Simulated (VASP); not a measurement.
Output of a VASP run:

OSZICAR:
```
...
DAV:   6    -0.756033020540E+02   -0.19055E+02   -0.19445E+02  2576   0.706E+02    0.762E+02
DAV:   7    -0.785123232783E+02   -0.29090E+01   -0.34922E+01  3280   0.327E+01    0.841E+02
DAV:   8    -0.786636727288E+02   -0.15135E+00   -0.14761E+00  3450   0.707E+00    0.899E+02
DAV:   9    -0.755856580378E+02    0.30780E+01   -0.58922E-01  3882   0.774E+00    0.821E+02
DAV:  10    -0.577235962898E+02    0.17862E+02   -0.24885E+01  3920   0.593E+01    0.177E+02
DAV:  11    -0.509965776301E+02    0.67270E+01   -0.92579E+00  2902   0.833E+01    0.832E+01
DAV:  12    -0.489537716651E+02    0.20428E+01   -0.93095E+00  3904   0.143E+02    0.162E+01
DAV:  13    -0.487984100463E+02    0.15536E+00   -0.14078E+00  3588   0.361E+01    0.192E+01
DAV:  14    -0.488676442268E+02   -0.69234E-01   -0.41760E-01  3650   0.121E+01    0.196E+01
DAV:  15    -0.487667387077E+02    0.10091E+00   -0.17382E-01  3402   0.184E+01    0.165E+01
DAV:  16    -0.487996605697E+02   -0.32922E-01   -0.17408E-01  3510   0.119E+01    0.127E+01
DAV:  17    -0.487713948505E+02    0.28266E-01   -0.16745E-01  3086   0.136E+01    0.117E+01
DAV:  18    -0.487636379967E+02    0.77569E-02   -0.31494E-02  3110   0.644E+00    0.838E+00
DAV:  19    -0.487641023470E+02   -0.46435E-03   -0.75220E-03  3000   0.434E-01    0.755E+00
DAV:  20    -0.487651897523E+02   -0.10874E-02   -0.60018E-04  3728   0.254E-01    0.713E+00
DAV:  21    -0.487731433988E+02   -0.79536E-02   -0.26705E-03  3438   0.832E-01    0.640E+00
DAV:  22    -0.487896298425E+02   -0.16486E-01   -0.96414E-03  3420   0.108E+00    0.787E+00
DAV:  23    -0.487971533988E+02   -0.75236E-02   -0.35149E-03  3766   0.678E-01    0.865E+00
DAV:  24    -0.487917299474E+02    0.54235E-02   -0.17462E-03  3200   0.418E-01    0.778E+00
DAV:  25    -0.487592955240E+02    0.32434E-01   -0.31329E-02  3362   0.247E+00    0.804E+00
DAV:  26    -0.487586045142E+02    0.69101E-03   -0.94267E-03  3242   0.451E-01    0.873E+00
DAV:  27    -0.487536818642E+02    0.49227E-02   -0.50417E-03  3328   0.982E-01    0.123E+01
DAV:  28    -0.487529876840E+02    0.69418E-03   -0.17388E-03  3638   0.330E-01    0.139E+01
DAV:  29    -0.487525217311E+02    0.46595E-03   -0.32247E-04  3946   0.230E-01    0.155E+01
DAV:  30    -0.487523935528E+02    0.12818E-03   -0.22248E-04  3808   0.891E-02    0.162E+01
DAV:  31    -0.487523132304E+02    0.80322E-04   -0.17855E-05  3758   0.106E-01    0.156E+01
DAV:  32    -0.487523250954E+02   -0.11865E-04   -0.83169E-06  3030   0.327E-02    0.164E+01
DAV:  33    -0.487519684740E+02    0.35662E-03   -0.21313E-04  3302   0.192E-01    0.120E+01
DAV:  34    -0.487515325999E+02    0.43587E-03   -0.55560E-04  3520   0.476E-01    0.594E+00
DAV:  35    -0.487514262622E+02    0.10634E-03   -0.38420E-04  3446   0.250E-01    0.180E+00
DAV:  36    -0.487514098116E+02    0.16451E-04   -0.82973E-05  3296   0.121E-01    0.383E-01
DAV:  37    -0.487514104216E+02   -0.61003E-06   -0.13344E-05  3564   0.929E-02    0.786E-01
DAV:  38    -0.487514035612E+02    0.68604E-05   -0.81985E-06  3174   0.388E-02    0.624E-01
DAV:  39    -0.487513995404E+02    0.40208E-05   -0.31630E-06  2238   0.431E-02    0.395E-01
DAV:  40    -0.487513969751E+02    0.25653E-05   -0.19204E-06  2344   0.195E-02    0.235E-01
DAV:  41    -0.487513952095E+02    0.17656E-05   -0.26251E-06  1926   0.194E-02    0.154E-01
DAV:  42    -0.487513934376E+02    0.17718E-05   -0.10533E-06  2148   0.153E-02    0.459E-02
DAV:  43    -0.487513923263E+02    0.11113E-05   -0.27917E-06  2274   0.154E-02    0.236E-02
DAV:  44    -0.487513919163E+02    0.41007E-06   -0.11249E-06  1930   0.104E-02
   1 F= -.48751392E+02 E0= -.48750575E+02  d E =-.163408E-02  mag=     0.0000
```

### OUTCAR
```
------------------------ aborting loop because EDIFF is reached ----------------------------------------
  FORCE on cell =-STRESS in cart. coord.  units (eV):
  Direction    XX          YY          ZZ          XY          YZ          ZX
  --------------------------------------------------------------------------------------
  Total       -1.3267596     -1.3267596     -1.3267596      0.0000000      0.0000000     -0.0000000
  in kB      -29.8619267    -29.8619267    -29.8619267      0.0000000      0.0000000     -0.0000000
  external PRESSURE =     -29.8619267 kB  Pullay stress =       0.0000000 kB
  volume of cell :       71.18
      direct lattice vectors                 reciprocal lattice vectors
     4.144400000  0.000000000  0.000000000     0.241289451  0.000000000  0.000000000
     0.000000000  4.144400000  0.000000000     0.000000000  0.241289451  0.000000000
     0.000000000  0.000000000  4.144400000     0.000000000  0.000000000  0.241289451
 POSITION                                       TOTAL-FORCE (eV/Angst)
 -----------------------------------------------------------------------------------
      0.00000      0.00000      0.00000        -0.000000      0.000000      0.000000
      0.85789      2.07220      2.07220        -1.692039     -0.000000     -0.000000
      2.07220      0.85789      2.07220        -0.000000     -1.692039     -0.000000
      3.28651      2.07220      2.07220         1.692039      0.000000      0.000000
      2.07220      3.28651      2.07220        -0.000000      1.692039      0.000000
      2.07220      2.07220      0.85789        -0.000000      0.000000     -1.692039
      2.07220      2.07220      3.28651        -0.000000     -0.000000      1.692039
 -----------------------------------------------------------------------------------
    total drift:                               -0.000000     -0.000000      0.000000
  FREE ENERGIE OF THE ION-ELECTRON SYSTEM (eV)
  ---------------------------------------------------
  free  energy   TOTEN  =       -48.7513919163 eV

  energy  without entropy=      -48.7497578373  energy(sigma->0) =      -48.75057488

 total charge

# of ion       s       p       d       f       tot
--------------------------------------------------
    1        2.066   5.970   0.298  13.646  21.980
    2        0.695   1.385   0.000   0.000   2.080
    3        0.695   1.385   0.000   0.000   2.080
    4        0.695   1.385   0.000   0.000   2.080
    5        0.695   1.385   0.000   0.000   2.080
    6        0.695   1.385   0.000   0.000   2.080
    7        0.695   1.385   0.000   0.000   2.080
--------------------------------------------------
tot          6.233  14.282   0.298  13.646  34.459

 magnetization (x)

# of ion       s       p       d       f       tot
--------------------------------------------------
    1       -0.000  -0.000  -0.000  -0.000  -0.000
    2        0.000   0.000   0.000   0.000   0.000
    3        0.000   0.000   0.000   0.000   0.000
    4        0.000   0.000   0.000   0.000   0.000
    5        0.000   0.000   0.000   0.000   0.000
    6        0.000   0.000   0.000   0.000   0.000
    7        0.000   0.000   0.000   0.000   0.000
--------------------------------------------------
tot         -0.000   0.000  -0.000  -0.000  -0.000
```
(Selected blocks of OUTCAR.)

File POSCAR:
```
YbB6
1
    4.1444000000     0.0000000000     0.0000000000
    0.0000000000     4.1444000000     0.0000000000
    0.0000000000     0.0000000000     4.1444000000
Yb B
1 6
Direct
  0.0000000000   0.0000000000   0.0000000000
  0.2070000000   0.5000000000   0.5000000000
  0.5000000000   0.2070000000   0.5000000000
  0.7930000000   0.5000000000   0.5000000000
  0.5000000000   0.7930000000   0.5000000000
  0.5000000000   0.5000000000   0.2070000000
  0.5000000000   0.5000000000   0.7930000000
```

Question: Reconstruct the remaining input files.

Answer: Several could match; the one computed here: the input of the run itself, PBEsol GGA, plane waves, VASP's PBE PAW potentials (set 64).

### KPOINTS
```
Automatic mesh
0
Gamma
6 6 6
0 0 0
```

### INCAR
```
SYSTEM  =  YbB6
PREC  =  Accurate; ENCUT  =  400; LREAL  =  F
LASPH  =  T
EDIFF  =  1E-6; NELM  =  100; ALGO  =  Normal
LMAXMIX  =  6
ISMEAR  =  0; SIGMA  =  0.05
GGA  =  PS
MAGMOM  =  1.0 6*0.0
ISPIN  =  2
ISIF  =  2
LWAVE  =  F; LCHARG  =  F; LORBIT  =  11
```

POTCAR, in this order: Yb B (PBE.64 set). Program: vasp_std.

At this cut-off the stress carries a Pulay error, which pulls relaxed volumes low.

The structure comes from a measured YbB6 entry of the Crystallography Open Database, whose conditions weren't checked. The cell was not relaxed at this level.
